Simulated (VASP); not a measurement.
Data:

```
CELL_PARAMETERS angstrom
      1.51301    -2.62061     0.00000
      1.51301     2.62061     0.00000
      0.00000     0.00000     3.22955
ATOMIC_POSITIONS crystal
  Ti 0.00000 0.00000 0.00000
  B  0.33333 0.66667 0.50000
  B  0.66667 0.33333 0.50000
```

Computed with r2SCAN meta-GGA, VASP's PBE PAW potentials (set 64) (plane waves; VASP). Settings: 600 eV cut-off, 10×10×10 Γ-centred mesh, first-order Methfessel-Paxton smearing of 0.10 eV, potentials Ti_sv B.

Each row applies one change to this cell, which was relaxed at other settings and keeps the small stress of the first row; at a fixed cut-off the stress holds a Pulay part, so it need not integrate to ΔE exactly. Stress is in GPa, positive when the cell is compressed.

```tsv
change	ΔE (meV/atom)	σxx	σyy	σzz	largest shear component, with its sign (GPa)	largest force (eV/Å)
none	0.0	0.26	0.26	-0.04	0.00	0.000
biaxial strain of -3.0 % in the xy plane	39.3	25.76	25.76	7.06	0.00	0.000
atom 1 (Ti) moved by -0.200 Å along x	96.4	4.33	0.59	6.65	0.00	2.882
biaxial strain of -4.0 % in the yz plane	64.4	8.48	37.88	27.79	0.00	0.172
biaxial strain of +1.5 % in the xy plane	8.0	-10.24	-10.24	-2.81	0.00	0.000
atom 2 (B) moved by 0.150 Å along x	74.1	6.60	2.24	0.82	3.18	3.040
atom 3 (B) moved by 0.050 Å along y	8.3	-0.27	1.69	0.09	0.00	1.030
```

Failed runs are left out, and for metals the shear rows, which the mesh's noise covers.

The compound is TiB2 in the AlB2 type structure.
